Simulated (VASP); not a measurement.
# Be2ZnO3 (Cmc2_1) in VASP: a series of runs

One crystal, Be2ZnO3, is run at these levels: PBE; tasks: relaxation of cell and atoms.

Everything below comes from runs of VASP 6.6.1. Logs are shortened: lines on timing, memory, paths and dates and some standing lists are left out, and cuts for length are marked.

**1. The crystal as given**

Symmetry: Cmc2_1, No. 36, orthorhombic system. The conventional cell has a = 8.800 Å, b = 5.080 Å, c = 4.770 Å, α = 90.00°, β = 90.00°, γ = 90.00°. Around Be (site symmetry 1) lie 4 O at 1.82 to 2.06 Å. Zn (site symmetry m) has 4 O at 1.50 to 1.72 Å as nearest neighbours. O (site symmetry 1) has 1 Zn at 1.50 Å as nearest neighbours. Around O (site symmetry m) lie 2 Zn at 1.60 to 1.72 Å.

The cell was built by a generator and needn't be a form met in nature.

**2. Relaxation of cell and atoms, PBE**

Input file INCAR:

```
PREC = Normal
ENCUT = 520
EDIFF = 1E-4
ISMEAR = 0
SIGMA = 0.15
LREAL = Auto
LASPH = True
NELM = 60
ALGO = Fast
ISIF = 3
LWAVE = False
LCHARG = False
GGA = PE
IBRION = 2
NSW = 24
EDIFFG = -0.08
```

Input file KPOINTS:

```
regular mesh
0
Gamma
  3 3 3
```

Input file POSCAR:

```
Be2ZnO3
1.0
    4.4000000000     -2.5400000000      0.0000000000
    4.4000000000      2.5400000000      0.0000000000
    0.0000000000      0.0000000000      4.7700000000
Be Zn O
4 2 6
Direct
    0.5192000000      0.8300000000      0.5000000000
    0.8300000000      0.5192000000      0.0000000000
    0.1700000000      0.4808000000      0.5000000000
    0.4808000000      0.1700000000      0.0000000000
    0.1703000000      0.8297000000      0.9936000000
    0.8297000000      0.1703000000      0.4936000000
    0.4523000000      0.8369000000      0.9108000000
    0.1631000000      0.5477000000      0.9108000000
    0.8865000000      0.1135000000      0.8491000000
    0.8369000000      0.4523000000      0.4108000000
    0.5477000000      0.1631000000      0.4108000000
    0.1135000000      0.8865000000      0.3491000000
```

Potentials or basis: VASP PAW PBE potentials, release 64 (Be, Zn, O).

Command:

```sh
cat potpaw_PBE.64/Be/POTCAR potpaw_PBE.64/Zn/POTCAR potpaw_PBE.64/O/POTCAR > POTCAR
mpirun -np 1 vasp_std > vasp.out
```

OUTCAR:

```text
PREC = Normal
   ENCUT = 520
   EDIFF = 1E-4
   ISMEAR = 0
   LREAL = Auto
   LASPH = True
   NELM = 60
   ISIF = 3
   GGA = PE
   IBRION = 2
   NSW = 24
   EDIFFG = -0.08

 ion  position               nearest neighbor table
   1  0.519  0.830  0.500-  11 1.82  10 1.84   7 1.99  12 2.06
   2  0.830  0.519  0.000-   8 1.82   7 1.84  10 1.99   9 2.06
   3  0.170  0.481  0.500-  10 1.82  11 1.84   8 1.99  12 2.06
   4  0.481  0.170  0.000-   7 1.82   8 1.84  11 1.99   9 2.06
   5  0.170  0.830  0.994-   7 1.50   8 1.50   9 1.60  12 1.72   6 2.95   6 2.95
   6  0.830  0.170  0.494-  10 1.50  11 1.50  12 1.60   9 1.72   5 2.95   5 2.95
   7  0.452  0.837  0.911-   5 1.50   4 1.82   2 1.84   1 1.99
   8  0.163  0.548  0.911-   5 1.50   2 1.82   4 1.84   3 1.99
   9  0.886  0.114  0.849-   5 1.60   6 1.72   2 2.06   4 2.06
  10  0.837  0.452  0.411-   6 1.50   3 1.82   1 1.84   2 1.99
  11  0.548  0.163  0.411-   6 1.50   1 1.82   3 1.84   4 1.99
  12  0.114  0.886  0.349-   6 1.60   5 1.72   1 2.06   3 2.06

  LATTYP: Found a base centered orthorhombic cell.
 ALAT       =     5.0800000000
 B/A-ratio  =     1.7322834646
 C/A-ratio  =     0.9389763780

  Lattice vectors:

 A1 = (  -4.4000000000,  -2.5400000000,   0.0000000000)
 A2 = (   4.4000000000,  -2.5400000000,   0.0000000000)
 A3 = (   0.0000000000,   0.0000000000,   4.7700000000)

Analysis of symmetry for initial positions (statically):
=====================================================================
 Subroutine PRICEL returns:
 Original cell was already a primitive cell.

 Routine SETGRP: Setting up the symmetry group for a
 base centered orthorhombic supercell.

 Subroutine GETGRP returns: Found  4 space group operations
 (whereof  2 operations were pure point group operations)
 out of a pool of  8 trial point group operations.

The static configuration has the point symmetry C_1h.
 The point group associated with its full space group is C_2v.

Analysis of symmetry for dynamics (positions and initial velocities):
=====================================================================
 Subroutine PRICEL returns:
 Original cell was already a primitive cell.

 Routine SETGRP: Setting up the symmetry group for a
 base centered orthorhombic supercell.

 Subroutine GETGRP returns: Found  4 space group operations
 (whereof  2 operations were pure point group operations)
 out of a pool of  8 trial point group operations.

The dynamic configuration has the point symmetry C_1h.
 The point group associated with its full space group is C_2v.

 Subroutine INISYM returns: Found  4 space group operations
 (whereof  2 operations are pure point group operations),
 and found     1 'primitive' translations

----------------------------------------------------------------------------------------

                                     Primitive cell

  volume of cell :     106.6190

  direct lattice vectors                    reciprocal lattice vectors
     4.400000000 -2.540000000  0.000000000     0.113636364 -0.196850394  0.000000000
     4.400000000  2.540000000  0.000000000     0.113636364  0.196850394  0.000000000
     0.000000000  0.000000000  4.770000000     0.000000000  0.000000000  0.209643606

  length of vectors
     5.080511785  5.080511785  4.770000000     0.227295624  0.227295624  0.209643606

  position of ions in fractional coordinates (direct lattice)
     0.519200000  0.830000000  0.500000000
     0.830000000  0.519200000  0.000000000
     0.170000000  0.480800000  0.500000000
     0.480800000  0.170000000  0.000000000
     0.170300000  0.829700000  0.993600000
     0.829700000  0.170300000  0.493600000
     0.452300000  0.836900000  0.910800000
     0.163100000  0.547700000  0.910800000
     0.886500000  0.113500000  0.849100000
     0.836900000  0.452300000  0.410800000
     0.547700000  0.163100000  0.410800000
     0.113500000  0.886500000  0.349100000

  ion indices of the primitive-cell ions
   primitive index   ion index
                 1           1
                 2           2
                 3           3
                 4           4
                 5           5
                 6           6
                 7           7
                 8           8
                 9           9
                10          10
                11          11
                12          12

----------------------------------------------------------------------------------------

 KPOINTS: regular mesh

Automatic generation of k-mesh.
 Grid dimensions read from file:
 generate k-points for:    3    3    3

 Generating k-lattice:

  Cartesian coordinates                     Fractional coordinates (reciprocal lattice)
     0.037878788 -0.065616798  0.000000000     0.333333333  0.000000000  0.000000000
     0.037878788  0.065616798  0.000000000     0.000000000  0.333333333  0.000000000
     0.000000000  0.000000000  0.069881202     0.000000000  0.000000000  0.333333333

  Length of vectors
[... 47 lines left out ...]
   TEBEG  =    0.0;   TEEND  =   0.0 temperature during run
   PSTRESS=    0.0 pullay stress
   NELECT =      68.0000    total number of electrons
   NUPDOWN=      -1.0000    fix difference up-down
   EMIN   =  10.00;   EMAX   =-10.00  energy-range for DOS
   EFERMI =   0.00;   METHOD = LEGACY
   ISMEAR =     0;   SIGMA  =   0.15  broadening in eV -4-tet -1-fermi 0-gaus
   EFERMI_NEDOS =   21; number of points for ismear=-14 and -15
   IALGO  =     68    algorithm
   IMIX   =      4    mixing-type and parameters
     AMIX     =   0.40;   BMIX     =  1.00
     AMIX_MAG =   1.60;   BMIX_MAG =  1.00
  volume/ion in A,a.u.               =       8.88        59.96
  Fermi-wavevector in a.u.,A,eV,Ry     =   1.409179  2.662962 27.018258  1.985786
  Thomas-Fermi vector in A             =   2.531261
   LORBIT       =      0    0 simple, 1 ext, 2 COOP (PROOUT), +10 PAW based schemes
   GGA     = PE    functional components
   LHFCALC =     F    Hartree Fock is set to
   AEXX    =    0.0000 exact exchange contribution
   IVDW    =     0    specifies the selected vdW correction
   LEPSILON=     F    determine dielectric tensor
   LRPA    =     F    only Hartree local field effects (RPA)
 conjugate gradient relaxation of ions
 non-spin polarized calculation
 RMM-DIIS sequential band-by-band and
 Gauss-broadening in eV      SIGMA  =   0.15
  energy-cutoff  :      520.00
  volume of cell :      106.62
 maximum number of plane-waves:      2886
   NGX = 19   NGY = 19   NGZ = 17

--------------------------------------- Ionic step        1  -------------------------------------------

 number of electron      67.9999948 magnetization

 Free energy of the ion-electron system (eV)
  ---------------------------------------------------
  ext. energy  EPLUGINS =         0.00000000
  ---------------------------------------------------
  free energy    TOTEN  =       -51.29149411 eV

  energy without entropy =      -51.29149410  energy(sigma->0) =      -51.29149411

------------------------ aborting loop because EDIFF is reached ----------------------------------------

  FORCE on cell =-STRESS in cart. coord.  units (eV):
  Direction    XX          YY          ZZ          XY          YZ          ZX
  --------------------------------------------------------------------------------------
  -------------------------------------------------------------------------------------
  Total       66.2895020     39.5402360     26.0040789      0.0000000      0.0000000      0.0000000
  in kB      996.1404394    594.1759528    390.7664682      0.0000000      0.0000000      0.0000000
  external PRESSURE =     660.3609535 kB  Pullay stress =       0.0000000 kB
[... 33 lines left out ...]
--------------------------------------- Ionic step        2  -------------------------------------------

 number of electron      67.9999717 magnetization

------------------------ aborting loop EDIFF was not reached (unconverged)  ----------------------------

  FORCE on cell =-STRESS in cart. coord.  units (eV):
  Direction    XX          YY          ZZ          XY          YZ          ZX
  --------------------------------------------------------------------------------------
  -------------------------------------------------------------------------------------
  Total      -42.5550303    -30.2770946    -16.9396375      0.0000000      0.0000000      0.0000000
  in kB     -394.4310785   -280.6302103   -157.0089236      0.0000000      0.0000000      0.0000000
  external PRESSURE =    -277.3567375 kB  Pullay stress =       0.0000000 kB
[... 33 lines left out ...]
--------------------------------------- Ionic step        3  -------------------------------------------

 number of electron      67.9999812 magnetization

------------------------ aborting loop EDIFF was not reached (unconverged)  ----------------------------

  FORCE on cell =-STRESS in cart. coord.  units (eV):
  Direction    XX          YY          ZZ          XY          YZ          ZX
  --------------------------------------------------------------------------------------
  -------------------------------------------------------------------------------------
  Total      -37.2225517    -29.1805656    -14.1023404      0.0000000      0.0000000      0.0000000
  in kB     -366.5020827   -287.3187776   -138.8549920      0.0000000      0.0000000      0.0000000
  external PRESSURE =    -264.2252841 kB  Pullay stress =       0.0000000 kB
[... 748 lines left out ...]
     40       9.4217      0.00000
     41      10.9292      0.00000

[... ionic steps 4 to 21 ...]

--------------------------------------- Ionic step       22  -------------------------------------------

 number of electron      68.0000206 magnetization

------------------------ aborting loop because EDIFF is reached ----------------------------------------
[... 87 lines left out ...]
--------------------------------------- Ionic step       24  -------------------------------------------

 number of electron      68.0000190 magnetization

 Free energy of the ion-electron system (eV)
  ---------------------------------------------------
  ext. energy  EPLUGINS =         0.00000000
  ---------------------------------------------------
  free energy    TOTEN  =       -74.46358759 eV

  energy without entropy =      -74.46358759  energy(sigma->0) =      -74.46358759

 E-fermi :   3.0087     XC(G=0): -11.2410

 val. band max:        2.3728548107   @ k =   0.0000   0.0000   0.0000
 cond. band min:       6.0927138392   @ k =   0.0000   0.0000   0.0000
 fundamental gap:      3.7198590284
 Fermi energy:         3.0087340068
[... 389 lines left out ...]
  FREE ENERGIE OF THE ION-ELECTRON SYSTEM (eV)
  ---------------------------------------------------
  free  energy   TOTEN  =       -74.4635875908 eV

  energy  without entropy=      -74.4635875907  energy(sigma->0) =      -74.46358759

 reached required accuracy - stopping structural energy minimisation
```

It took 4.6 min on 1 thread of Intel Xeon 6975P-C (Granite Rapids), shared host; peak memory 0.17 GiB.

What came out:

| Property | Result |
| --- | --- |
| Free energy | -74.4636 eV |
| Relaxed volume | 8.46 Å³/atom |
| Relaxed cell | a = 5.037 Å, b = 5.037 Å, c = 4.633 Å, α = 90.00°, β = 90.00°, γ = 59.72° |
| Space group after relaxing (to 0.05 Å) | Cmc2_1 (No. 36) |
| Energy gained by relaxing | 1931.0 meV/atom |
| Ionic steps | 24 |
| Pressure after relaxing | 0.0 GPa |
| Largest force after relaxing | 0.059 eV/Å |
| Band gap on the k mesh | 3.72 eV, direct |

Forces in eV/Å, atoms in the order of the input:
```
Be   0.041 -0.014 -0.039
Be   0.041  0.014 -0.039
Be  -0.041 -0.014 -0.039
Be  -0.041  0.014 -0.039
Zn   0.000 -0.032  0.028
Zn   0.000  0.032  0.028
O   -0.025  0.009  0.016
O    0.025  0.009  0.016
O    0.000 -0.030  0.019
O   -0.025 -0.009  0.016
O    0.025 -0.009  0.016
O    0.000  0.030  0.019
```

Stress tensor (GPa, compression positive):
```
-0.17  0.00  0.00
 0.00  0.03  0.00
 0.00  0.00  0.05
```

Step by step:
| step | energy change (eV) | largest force (eV/Å) | pressure (GPa) | volume (Å³) |
| --- | --- | --- | --- | --- |
| 1 | 0.0000 | 21.9982 | 66.04 | 106.62 |
| 2 | 6.6724 | 4.1643 | -27.74 | 172.86 |
| 3 | -7.7430 | 4.8083 | -26.42 | 162.72 |
| 4 | -12.2126 | 5.3838 | -24.95 | 155.21 |
| 5 | -17.2282 | 7.4465 | -14.32 | 129.49 |
| 6 | -17.1167 | 8.4096 | -1.11 | 117.71 |
| 7 | -17.5971 | 7.7577 | -10.62 | 124.77 |
| 8 | -17.6235 | 7.8789 | -7.61 | 122.74 |
| 9 | -21.3907 | 1.9267 | -17.23 | 119.12 |
| 10 | -21.4869 | 1.5475 | -16.69 | 118.69 |
| 11 | -21.5942 | 0.8002 | -16.35 | 117.84 |
| 12 | -22.6445 | 0.6072 | 2.19 | 102.48 |
| 13 | -22.6456 | 0.6076 | 1.47 | 102.96 |
| 14 | -22.9875 | 0.6285 | 0.77 | 101.57 |
| 15 | -23.0410 | 0.7106 | 1.15 | 100.76 |
| 16 | -23.1142 | 0.3614 | 0.55 | 101.46 |
| 17 | -23.1205 | 0.3230 | -0.59 | 101.75 |
| 18 | -23.1494 | 0.1976 | 0.44 | 101.48 |
| 19 | -23.1530 | 0.1737 | 0.22 | 101.37 |
| 20 | -23.1533 | 0.1731 | -0.01 | 101.33 |
| 21 | -23.1663 | 0.1133 | 0.26 | 101.24 |
| 22 | -23.1677 | 0.1005 | 0.41 | 101.17 |
| 23 | -23.1682 | 0.1079 | 0.34 | 101.19 |
| 24 | -23.1721 | 0.0589 | -0.03 | 101.52 |

Final structure:
```cif
data_structure
_symmetry_space_group_name_H-M 'P 1'
_symmetry_Int_Tables_number 1
_cell_length_a 5.0368
_cell_length_b 5.0368
_cell_length_c 4.6335
_cell_angle_alpha 90.000
_cell_angle_beta 90.000
_cell_angle_gamma 59.724
_cell_volume 101.52
loop_
_atom_site_label
_atom_site_type_symbol
_atom_site_fract_x
_atom_site_fract_y
_atom_site_fract_z
_atom_site_occupancy
Be1 Be 0.51380 0.83344 0.50575 1
Be2 Be 0.83344 0.51380 0.00575 1
Be3 Be 0.16656 0.48620 0.50575 1
Be4 Be 0.48620 0.16656 0.00575 1
Zn1 Zn 0.17913 0.82087 0.99398 1
Zn2 Zn 0.82087 0.17913 0.49398 1
O1 O 0.54912 0.83618 0.86471 1
O2 O 0.16382 0.45088 0.86471 1
O3 O 0.78218 0.21782 0.92938 1
O4 O 0.83618 0.54912 0.36471 1
O5 O 0.45088 0.16382 0.36471 1
O6 O 0.21782 0.78218 0.42938 1
```

Caveat: the k mesh is coarse (spacing up to 0.48 Å⁻¹), so the values aren't converged; the relaxation stopped at a loose force limit of 0.08 eV/Å, so its end isn't a converged minimum.

**3. Relaxation of cell and atoms, PBE**

This run uses another cell than the first one, of 8.91 Å³/atom, 1.003 times its volume.

INCAR is that of step 2.

KPOINTS is that of step 2.

Input file POSCAR:

```
Be2ZnO3
1.0
    2.5400000000     -4.3950000000      0.0000000000
    2.5400000000      4.3950000000      0.0000000000
   -1.6932313000      0.0000000000      4.7895060100
Be Zn O
4 2 6
Direct
    0.5833000000      0.4167000000      0.0000000000
    0.2500000000      0.7500000000      0.0000000000
    0.4167000000      0.5833000000      0.5000000000
    0.7500000000      0.2500000000      0.5000000000
    0.9167000000      0.0833000000      0.0000000000
    0.0833000000      0.9167000000      0.5000000000
    0.5417000000      0.7083000000      0.8750000000
    0.2083000000      0.0417000000      0.8750000000
    0.8750000000      0.3750000000      0.8750000000
    0.7083000000      0.5417000000      0.3750000000
    0.0417000000      0.2083000000      0.3750000000
    0.3750000000      0.8750000000      0.3750000000
```

Potentials or basis: VASP PAW PBE potentials, release 64 (Be, Zn, O).

Command:

```sh
cat potpaw_PBE.64/Be/POTCAR potpaw_PBE.64/Zn/POTCAR potpaw_PBE.64/O/POTCAR > POTCAR
mpirun -np 1 vasp_std > vasp.out
```

It took 1.9 min on 1 thread of Intel Xeon 6975P-C (Granite Rapids), shared host; peak memory 0.17 GiB.

It converged, with:

| Quantity | Value |
| --- | --- |
| Free energy | -73.9347 eV |
| Relaxed volume | 8.54 Å³/atom |
| Relaxed cell | a = 5.035 Å, b = 5.035 Å, c = 4.930 Å, α = 98.74°, β = 98.74°, γ = 120.54° |
| Space group after relaxing (to 0.05 Å) | Cc (No. 9) |
| Energy gained by relaxing | 305.3 meV/atom |
| Ionic steps | 14 |
| Pressure after relaxing | -0.2 GPa |
| Largest force after relaxing | 0.053 eV/Å |
| Band gap on the k mesh | 3.51 eV, direct |

Forces on the atoms (eV/Å):
```
Be   0.022 -0.020  0.019
Be   0.008  0.013  0.034
Be   0.022  0.020  0.019
Be   0.008 -0.013  0.034
Zn   0.002 -0.030 -0.030
Zn   0.002  0.030 -0.030
O   -0.015  0.015  0.017
O   -0.016  0.005 -0.050
O    0.000 -0.013  0.010
O   -0.015 -0.015  0.017
O   -0.016 -0.005 -0.050
O    0.000  0.013  0.010
```

Stress tensor (GPa, compression positive):
```
-0.26  0.00  0.06
 0.00 -0.09  0.00
 0.06  0.00 -0.18
```

Step by step:
```csv
step,energy change (eV),largest force (eV/Å),pressure (GPa),volume (Å³)
1,0.0000,5.8811,7.22,106.93
2,-2.9630,0.8354,-15.31,113.27
3,-3.0858,0.7545,-12.11,112.01
4,-3.5931,0.5387,0.47,102.03
5,-3.5936,0.5366,0.08,102.17
6,-3.6416,0.1898,1.34,101.86
7,-3.6475,0.1761,1.16,101.70
8,-3.6599,0.0954,-0.76,102.58
9,-3.6601,0.0913,-0.66,102.62
10,-3.6602,0.0864,-0.43,102.71
11,-3.6599,0.0926,-1.67,102.89
12,-3.6602,0.0880,-0.29,102.75
13,-3.6600,0.0911,-0.69,102.82
14,-3.6638,0.0531,-0.18,102.46
```

Final structure:
```xyz
12
Lattice="2.4965 -4.3719 0.0409 2.4965 4.3719 0.0409 -1.5868 0.0000 4.6677" Properties=species:S:1:pos:R:3 pbc="T T T"
Be    0.8849   -0.7275    4.7034
Be    0.9263    2.1172    4.7066
Be    1.6783    0.7275    2.3695
Be    1.7197   -2.1172    2.3728
Zn    0.9028   -3.6028    4.6730
Zn    1.6962    3.6028    2.3392
O     1.5396    0.6976    4.0635
O    -0.6712   -0.9505    4.2515
O     1.8466   -1.9716    4.0932
O     2.3331   -0.6976    1.7297
O     0.1222    0.9505    1.9176
O     2.6400    1.9716    1.7593
```

Levels at points of the mesh, in eV from the valence-band top:
```csv
k point,band 31,band 32,band 33,band 34,band 35,band 36,band 37,band 38
"(0.00, 0.00, 0.00)",-0.67,-0.24,-0.18,0.00,3.51,7.12,8.68,8.77
```

Caveat: the k mesh is coarse (spacing up to 0.50 Å⁻¹), so the values aren't converged; the relaxation stopped at a loose force limit of 0.08 eV/Å, so its end isn't a converged minimum.
